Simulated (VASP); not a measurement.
The input files of a VASP run:

### INCAR
```
ALGO=Normal
EDIFF=1E-6
ENCUT=300
GGA=PS
ISIF=2
ISMEAR=0
LASPH=.TRUE.
LCHARG=.FALSE.
LMAXMIX=4
LREAL=.FALSE.
LWAVE=.FALSE.
NELM=100
PREC=Accurate
SIGMA=0.1
SYSTEM=Zr2Al
```

### POSCAR
```
Zr2Al
1
   -3.4032470000     3.4032470000     2.6726530000
    3.4032470000    -3.4032470000     2.6726530000
    3.4032470000     3.4032470000    -2.6726530000
Zr Al
4 2
Direct
  0.3486000000   0.1514000000   0.5000000000
  0.6514000000   0.8486000000   0.5000000000
  0.1514000000   0.6514000000   0.8028000000
  0.8486000000   0.3486000000   0.1972000000
  0.2500000000   0.2500000000   0.0000000000
  0.7500000000   0.7500000000   0.0000000000
```

KPOINTS:
```
kpoints
0
G
  5 5 5
```

POTCAR, in this order: Zr_sv Al (PBE.64 set). Program: vasp_std.

### Question
Write an equivalent input for Ansatz.

### Answer
One equivalent input (not run):
Ansatz 0.2 input:
```yaml
crystal:
  lattice:
    - [-3.4032470, 3.4032470, 2.6726530]
    - [3.4032470, -3.4032470, 2.6726530]
    - [3.4032470, 3.4032470, -2.6726530]
  atoms:
    - { symbol: Zr, position: [0.3486000, 0.1514000, 0.5000000] }
    - { symbol: Zr, position: [0.6514000, 0.8486000, 0.5000000] }
    - { symbol: Zr, position: [0.1514000, 0.6514000, 0.8028000] }
    - { symbol: Zr, position: [0.8486000, 0.3486000, 0.1972000] }
    - { symbol: Al, position: [0.2500000, 0.2500000, 0.0000000] }
    - { symbol: Al, position: [0.7500000, 0.7500000, 0.0000000] }
kpoints:
  mp_grid: { grid: [5, 5, 5] }
hamiltonian:
  xc: pbesol
  pseudopotentials: { kind: paw }
scf:
  occupations: { method: gaussian, width: 0.1 }
  max_iter: 100
output: { forces: true, stress: true, eigenvalues: true }
```
What does not carry over: each code has its own PAW files, so the cut-off isn't converted (ENCUT is set for VASP's; basis.ecutwfc is left out, and Ansatz then takes the one that its files recommend); Ansatz stops its SCF on the density residual and VASP on the energy change (EDIFF).

The structure comes from a computed database's Zr2Al entry (I4/mcm); how it stands against other phases isn't given here. The cell was not relaxed at this level.
